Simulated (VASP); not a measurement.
Consider the following.

```
AlNi3
1.0
    3.52908     0.00000     0.00000
    0.00000     3.52908     0.00000
    0.00000     0.00000     3.52908
Al Ni
1 3
Cartesian
  0.00000   0.00000   0.00000
  0.00000   1.76454   1.76454
  1.76454   0.00000   1.76454
  1.76454   1.76454   0.00000
```
Starting moments (μB, in the order of the record's atoms Al Ni Ni Ni): 0.0 0.2 0.2 0.2.

Level of theory: vdW-DF-cx, VASP's PBE PAW potentials (set 64) (plane waves; VASP). Settings: 520 eV cut-off, 10×10×10 Γ-centred mesh, tetrahedra with Blöchl corrections, potentials Al Ni.

Problem. What does the run give for the cell moment, energy per atom (σ→0), band gap (on the k-mesh) with the smallest direct gap where there is one?

Solution. 
```
Property                                                     Value
------------------------  ----------------------------------------
band gap (on the k-mesh)  none (metal, semimetal or under 0.01 eV)
cell moment                                                0.00 μB
energy per atom (σ→0)                               -3.372 eV/atom
```

Total energies compare only between runs with the same potentials, cut-off and functional.

The compound is Ni3Al in the L1_2 structure. It was relaxed first.
